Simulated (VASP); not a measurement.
Calculation: r2SCAN meta-GGA, VASP's PBE PAW potentials (set 64) (plane waves; VASP).

VASP input:

INCAR:
```
SYSTEM=MgO
PREC=Accurate; ENCUT=520; LREAL=.False.
LASPH=.True.
EDIFF=1E-7; NELM=100; ALGO=Normal
LMIXTAU=.True.
ISMEAR=0; SIGMA=0.05
METAGGA=R2SCAN
ISIF=2
LWAVE=.False.; LCHARG=.False.
```

KPOINTS:
```
kpoints
0
Gamma
11 11 11
```

POSCAR:
```
MgO
1
    0.0000000000     2.1181676134     2.1181676134
    2.1181676134     0.0000000000     2.1181676134
    2.1181676134     2.1181676134     0.0000000000
Mg O
1 1
Direct
  0.0000000000   0.0000000000   0.0000000000
  0.5000000000   0.5000000000   0.5000000000
```

POTCAR, in this order: Mg O (PBE.64 set). Program: vasp_std.

The run wrote:

**OUTCAR**
```
 ion  position               nearest neighbor table
   1  0.000  0.000  0.000-   2 2.12   2 2.12   2 2.12   2 2.12   2 2.12   2 2.12
   2  0.500  0.500  0.500-   1 2.12   1 2.12   1 2.12   1 2.12   1 2.12   1 2.12
  LATTYP: Found a face centered cubic cell.
 ALAT       =     4.2363352268
 Subroutine PRICEL returns:
 Original cell was already a primitive cell.
 Subroutine GETGRP returns: Found 48 space group operations
The static configuration has the point symmetry O_h .
The dynamic configuration has the point symmetry O_h .
 Subroutine INISYM returns: Found 48 space group operations
 Subroutine IBZKPT returns following result:
 Found     56 irreducible k-points:

 Following reciprocal coordinates:
            Coordinates               Weight
  0.000000  0.000000  0.000000      1.000000
  0.090909  0.000000  0.000000      8.000000
  0.181818  0.000000  0.000000      8.000000
  0.272727  0.000000  0.000000      8.000000
  0.363636  0.000000  0.000000      8.000000
  0.454545  0.000000  0.000000      8.000000
  0.090909  0.090909  0.000000      6.000000
  0.181818  0.090909  0.000000     24.000000
  0.272727  0.090909  0.000000     24.000000
  0.363636  0.090909  0.000000     24.000000
  0.454545  0.090909  0.000000     24.000000
 -0.454545  0.090909  0.000000     24.000000
 -0.363636  0.090909  0.000000     24.000000
 -0.272727  0.090909  0.000000     24.000000
 -0.181818  0.090909  0.000000     24.000000
 -0.090909  0.090909  0.000000     12.000000
  0.181818  0.181818  0.000000      6.000000
  0.272727  0.181818  0.000000     24.000000
  0.363636  0.181818  0.000000     24.000000
  0.454545  0.181818  0.000000     24.000000
 -0.454545  0.181818  0.000000     24.000000
 -0.363636  0.181818  0.000000     24.000000
 -0.272727  0.181818  0.000000     24.000000
 -0.181818  0.181818  0.000000     12.000000
  0.272727  0.272727  0.000000      6.000000
  0.363636  0.272727  0.000000     24.000000
  0.454545  0.272727  0.000000     24.000000
 -0.454545  0.272727  0.000000     24.000000
 -0.363636  0.272727  0.000000     24.000000
 -0.272727  0.272727  0.000000     12.000000
  0.363636  0.363636  0.000000      6.000000
  0.454545  0.363636  0.000000     24.000000
 -0.454545  0.363636  0.000000     24.000000
 -0.363636  0.363636  0.000000     12.000000
  0.454545  0.454545  0.000000      6.000000
 -0.454545  0.454545  0.000000     12.000000
  0.272727  0.181818  0.090909     24.000000
  0.363636  0.181818  0.090909     48.000000
  0.454545  0.181818  0.090909     48.000000
 -0.454545  0.181818  0.090909     48.000000
   k-points           NKPTS =     56   k-points in BZ     NKDIM =     56   number of bands    NBANDS=      8
   number of dos      NEDOS =    301   number of ions     NIONS =      2
   total plane-waves  NPLWV =  13824
   dimension x,y,z NGX =    24 NGY =   24 NGZ =   24
   dimension x,y,z NGXF=    48 NGYF=   48 NGZF=   48
   ions per type =               1   1
   PREC   = accura    normal or accurate (medium, high low for compatibility)
   ISTART =      0    job   : 0-new  1-cont  2-samecut
   ICHARG =      2    charge: 1-file 2-atom 10-const
   ISPIN  =      1    spin polarized calculation?
   LNONCOLLINEAR =      F non collinear calculations
   LSORBIT =      F    spin-orbit coupling
   INIWAV =      1    electr: 0-lowe 1-rand  2-diag
   ENCUT  =  520.0 eV  38.22 Ry    6.18 a.u.   5.57  5.57  5.57*2*pi/ulx,y,z
   NELM   =    100;   NELMIN=  2; NELMDL= -5     # of ELM steps
   EDIFF  = 0.1E-06   stopping-criterion for ELM
   LREAL  =      F    real-space projection
   NLSPLINE    = F    spline interpolate recip. space projectors
   LMAXMIX     =    2 max onsite mixed and CHGCAR
...
```

File OSZICAR:
```
       N       E                     dE             d eps       ncg     rms          rms(c)
DAV:   1     0.474521362785E+01    0.47452E+01   -0.50043E+03  1088   0.913E+02
DAV:   2    -0.195583992222E+02   -0.24304E+02   -0.22690E+02  1120   0.139E+02
DAV:   3    -0.198527084853E+02   -0.29431E+00   -0.29431E+00  1176   0.168E+01
DAV:   4    -0.198531483776E+02   -0.43989E-03   -0.43989E-03  1224   0.612E-01
DAV:   5    -0.198531486327E+02   -0.25504E-06   -0.25504E-06  1176   0.113E-02    0.680E+00
DAV:   6    -0.159463327268E+02    0.39068E+01   -0.50938E+00   896   0.156E+01    0.199E+00
DAV:   7    -0.162808763601E+02   -0.33454E+00   -0.12035E+00   912   0.931E+00    0.192E+00
DAV:   8    -0.160909864161E+02    0.18989E+00   -0.19245E+00   896   0.121E+01    0.195E+00
DAV:   9    -0.160802209855E+02    0.10765E-01   -0.62737E-01   896   0.656E+00    0.441E-01
DAV:  10    -0.161531199387E+02   -0.72899E-01   -0.48377E-02   896   0.224E+00    0.160E-01
DAV:  11    -0.161534299735E+02   -0.31003E-03   -0.35937E-04  1192   0.199E-01    0.126E-01
DAV:  12    -0.161536430098E+02   -0.21304E-03   -0.75347E-04   928   0.263E-01    0.654E-02
DAV:  13    -0.161536708624E+02   -0.27853E-04   -0.69509E-04   952   0.279E-01    0.552E-03
DAV:  14    -0.161537713759E+02   -0.10051E-03   -0.35363E-05   904   0.961E-02    0.395E-03
DAV:  15    -0.161537584698E+02    0.12906E-04   -0.20808E-06  1048   0.189E-02    0.475E-03
DAV:  16    -0.161537690763E+02   -0.10607E-04   -0.16396E-06  1088   0.111E-02    0.809E-04
DAV:  17    -0.161537673166E+02    0.17597E-05   -0.12609E-07   944   0.581E-03    0.253E-04
DAV:  18    -0.161537689641E+02   -0.16475E-05   -0.92571E-09   560   0.122E-03    0.426E-05
DAV:  19    -0.161537684410E+02    0.52316E-06   -0.23533E-09   528   0.651E-04    0.278E-05
DAV:  20    -0.161537688413E+02   -0.40032E-06   -0.44042E-10   488   0.234E-04    0.138E-05
DAV:  21    -0.161537688295E+02    0.11778E-07   -0.18160E-11   544   0.639E-05
   1 F= -.16153769E+02 E0= -.16153769E+02  d E =-.225908E-16
```

OUTCAR:
```
------------------------ aborting loop because EDIFF is reached ----------------------------------------
  FORCE on cell =-STRESS in cart. coord.  units (eV):
  Direction    XX          YY          ZZ          XY          YZ          ZX
  --------------------------------------------------------------------------------------
  Total       -0.5630266     -0.5630266     -0.5630266     -0.0000000      0.0000000      0.0000000
  in kB      -47.4600829    -47.4600829    -47.4600829     -0.0000000      0.0000000      0.0000000
  external PRESSURE =     -47.4600829 kB  Pullay stress =       0.0000000 kB
  volume of cell :       19.01
      direct lattice vectors                 reciprocal lattice vectors
     0.000000000  2.118167613  2.118167613    -0.236053085  0.236053085  0.236053085
     2.118167613  0.000000000  2.118167613     0.236053085 -0.236053085  0.236053085
     2.118167613  2.118167613  0.000000000     0.236053085  0.236053085 -0.236053085
  FREE ENERGIE OF THE ION-ELECTRON SYSTEM (eV)
  ---------------------------------------------------
  free  energy   TOTEN  =       -16.1537688295 eV

  energy  without entropy=      -16.1537688295  energy(sigma->0) =      -16.15376883
```
(Selected blocks of OUTCAR.)

OUTCAR:
```
 val. band max:        2.6506000218   @ k =   0.0000   0.0000   0.0000

 cond. band min:       8.0819963672   @ k =   0.0000   0.0000   0.0000


 Fermi energy:         2.9183017612

 k-point     1 :       0.0000    0.0000    0.0000
  band No.  band energies     occupation
      1     -15.4629      2.00000
      2       2.6506      2.00000
      3       2.6506      2.00000
      4       2.6506      2.00000
      5       8.0820      0.00000
      6      19.3820      0.00000
      7      19.3820      0.00000
      8      19.3820      0.00000

 k-point     2 :       0.0909    0.0000    0.0000
  band No.  band energies     occupation
      1     -15.3794      2.00000
      2       2.1244      2.00000
      3       2.5946      2.00000
      4       2.5946      2.00000
      5       8.6017      0.00000
      6      18.3027      0.00000
      7      19.5878      0.00000
      8      19.5878      0.00000

 k-point     3 :       0.1818    0.0000    0.0000
  band No.  band energies     occupation
      1     -15.1465      2.00000
      2       0.9795      2.00000
      3       2.4482      2.00000
      4       2.4482      2.00000
      5       9.6890      0.00000
      6      16.8538      0.00000
      7      20.0421      0.00000
      8      20.0421      0.00000

 k-point     4 :       0.2727    0.0000    0.0000
  band No.  band energies     occupation
      1     -14.8202      2.00000
      2      -0.2460      2.00000
      3       2.2645      2.00000
      4       2.2645      2.00000
      5      10.6813      0.00000
      6      16.0375      0.00000
      7      20.2590      0.00000
      8      20.2590      0.00000

 k-point     5 :       0.3636    0.0000    0.0000
  band No.  band energies     occupation
      1     -14.4940      2.00000
      2      -1.2457      2.00000
      3       2.1028      2.00000
      4       2.1028      2.00000
      5      11.1974      0.00000
      6      15.9695      0.00000
      7      20.0929      0.00000
...
```

The compound is MgO in the rock salt structure. This cell is one point of a volume scan, at 1.03 of the reference volume.
